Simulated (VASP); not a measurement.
HfSb2Au3:

```
Hf Sb Au
1.0
     6.58035    0.00000    0.00000
    -3.29017    5.69875    0.00000
     0.00000    0.00000    3.60452
Hf Sb Au
1 2 3
Direct
  0.00000 0.00000 0.00000
  0.33333 0.66667 0.00000
  0.66667 0.33333 0.00000
  0.50000 0.00000 0.50000
  0.50000 0.50000 0.50000
  0.00000 0.50000 0.50000
```

The cell was built by a generator and needn't be a form met in nature.

The cell isn't the ideal one: species swapped into the TbB2Ru3 type (P6/mmm, No. 191).

| Quantity | Value |
| --- | --- |
| Program | VASP 6.6.1 |
| Task | relaxation of cell and atoms |
| Functional | PBE |
| Potentials or basis | VASP PAW PBE potentials, release 64 (Hf_pv, Sb, Au) |
| Cutoff | 600 eV |
| k mesh | 3 × 3 × 6 |
| Occupations | gaussian, width 0.1 eV |
| Spin | no spin polarisation |

At the start: pressure 15.2 GPa; volume 22.53 Å³/atom.

Question: Where does the relaxation end?

Answer: Over 16 steps the energy falls by 552.8 meV/atom and the volume is 22.69 Å³/atom (+0.7 %); space group P6/mmm (No. 191, to 0.05 Å).

Step by step:
```csv
step,energy change (eV),largest force (eV/Å),pressure (GPa),volume (Å³)
1,0.0000,0.0000,15.23,135.17
2,-0.2147,0.0000,-8.86,181.09
3,-0.9928,0.0000,-1.42,156.49
4,-0.9933,0.0000,-1.21,156.04
5,-1.1983,0.0000,-1.49,153.87
6,-1.9196,0.0000,-2.26,146.32
7,-3.0896,0.0000,7.11,127.36
8,-3.1594,0.0000,6.40,128.34
9,-3.1923,0.0000,5.72,129.91
10,-3.1958,0.0000,5.80,129.61
11,-3.2606,0.0000,3.86,131.60
12,-3.3085,0.0000,-1.10,137.67
13,-3.3156,0.0000,0.04,136.12
14,-3.3156,0.0000,0.14,135.99
15,-3.3159,0.0000,0.13,136.03
16,-3.3166,0.0000,0.07,136.17
```

Final structure:
```
CELL_PARAMETERS angstrom
5.52571 0.00000 0.00000
-2.76286 4.78541 0.00000
0.00000 0.00000 5.14948
ATOMIC_POSITIONS crystal
Hf 0.00000 0.00000 0.00000
Sb 0.33333 0.66667 0.00000
Sb 0.66667 0.33333 0.00000
Au 0.50000 0.00000 0.50000
Au 0.50000 0.50000 0.50000
Au 0.00000 0.50000 0.50000
```

Caveat: the k mesh is coarse (spacing up to 0.37 Å⁻¹), so the values aren't converged.
